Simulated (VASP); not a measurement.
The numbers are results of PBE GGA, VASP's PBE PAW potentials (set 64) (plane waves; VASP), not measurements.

VASP input:

INCAR:
```
ALGO=Normal
EDIFF=1E-6
ENCUT=400
GGA=PE
ISIF=2
ISMEAR=-5
LASPH=.TRUE.
LCHARG=.FALSE.
LMAXMIX=4
LREAL=.FALSE.
LWAVE=.FALSE.
NELM=100
PREC=Accurate
SYSTEM=FeAl
```

POSCAR:
```
FeAl
1
    2.9102120000     0.0000000000     0.0000000000
    0.0000000000     2.8524460000     0.0000000000
    0.0000000000     0.0000000000     2.8970010000
Al Fe
1 1
Direct
  0.5000000000   0.5000000000   0.5000000000
  0.0093600000   0.0000000000   0.0000000000
```

**KPOINTS**
```
Automatic mesh
0
Gamma
11 12 11
0 0 0
```

POTCAR, in this order: Al Fe (PBE.64 set). Program: vasp_std.

The resulting files:

**OSZICAR**
```
       N       E                     dE             d eps       ncg     rms          rms(c)
DAV:   1     0.263995183294E+02    0.26400E+02   -0.42981E+03  4568   0.990E+02
DAV:   2    -0.135357476423E+02   -0.39935E+02   -0.38627E+02  4556   0.169E+02
DAV:   3    -0.145530217634E+02   -0.10173E+01   -0.10025E+01  5481   0.358E+01
DAV:   4    -0.145723643137E+02   -0.19343E-01   -0.19324E-01  5988   0.444E+00
DAV:   5    -0.145726569721E+02   -0.29266E-03   -0.29230E-03  5567   0.444E-01    0.137E+01
DAV:   6    -0.167892892320E+02   -0.22166E+01   -0.77771E+01  5146   0.136E+02    0.188E+01
DAV:   7    -0.126452566944E+02    0.41440E+01   -0.39020E+01  5029   0.847E+01    0.253E+00
DAV:   8    -0.126182444960E+02    0.27012E-01   -0.22128E-01  4950   0.562E+00    0.149E+00
DAV:   9    -0.126046282550E+02    0.13616E-01   -0.48102E-02  5374   0.339E+00    0.372E-01
DAV:  10    -0.126042358848E+02    0.39237E-03   -0.90860E-04  5674   0.383E-01    0.161E-01
DAV:  11    -0.126042203374E+02    0.15547E-04   -0.21708E-05  5190   0.473E-02    0.361E-02
DAV:  12    -0.126042186646E+02    0.16728E-05   -0.30246E-06  4978   0.175E-02    0.465E-03
DAV:  13    -0.126042189266E+02   -0.26196E-06   -0.23993E-07  2420   0.546E-03
   1 F= -.12604219E+02 E0= -.12604219E+02  d E =0.000000E+00
```

OUTCAR:
```
------------------------ aborting loop because EDIFF is reached ----------------------------------------
  FORCE on cell =-STRESS in cart. coord.  units (eV):
  Direction    XX          YY          ZZ          XY          YZ          ZX
  --------------------------------------------------------------------------------------
  Total       -0.6659471     -0.2862983     -0.5886756      0.0000000      0.0000000      0.0000000
  in kB      -44.3669518    -19.0738644    -39.2189476      0.0000000      0.0000000      0.0000000
  external PRESSURE =     -34.2199213 kB  Pullay stress =       0.0000000 kB
  volume of cell :       24.05
      direct lattice vectors                 reciprocal lattice vectors
     2.910212000  0.000000000  0.000000000     0.343617578  0.000000000  0.000000000
     0.000000000  2.852446000  0.000000000     0.000000000  0.350576312  0.000000000
     0.000000000  0.000000000  2.897001000     0.000000000  0.000000000  0.345184555
 POSITION                                       TOTAL-FORCE (eV/Angst)
 -----------------------------------------------------------------------------------
      1.45511      1.42622      1.44850         0.210163      0.000000      0.000000
      0.02724      0.00000      0.00000        -0.210163      0.000000      0.000000
 -----------------------------------------------------------------------------------
    total drift:                                0.000261      0.000000      0.000004
  FREE ENERGIE OF THE ION-ELECTRON SYSTEM (eV)
  ---------------------------------------------------
  free  energy   TOTEN  =       -12.6042189266 eV

  energy  without entropy=      -12.6042189266  energy(sigma->0) =      -12.60421893
```
(Selected blocks of OUTCAR.)

For a metal the tetrahedron method with Blöchl corrections gives inexact stress and forces.

The compound is FeAl in the CsCl type structure. The cell was not relaxed at this level, atoms are displaced from their ideal sites. The run is one of a series of settings (ISMEAR = -5, SIGMA removed against the base run), some of them coarse on purpose. The run is not spin-polarised, so no magnetic state was tried. The electron count is odd and the run is not spin-polarised, which forces a metal.
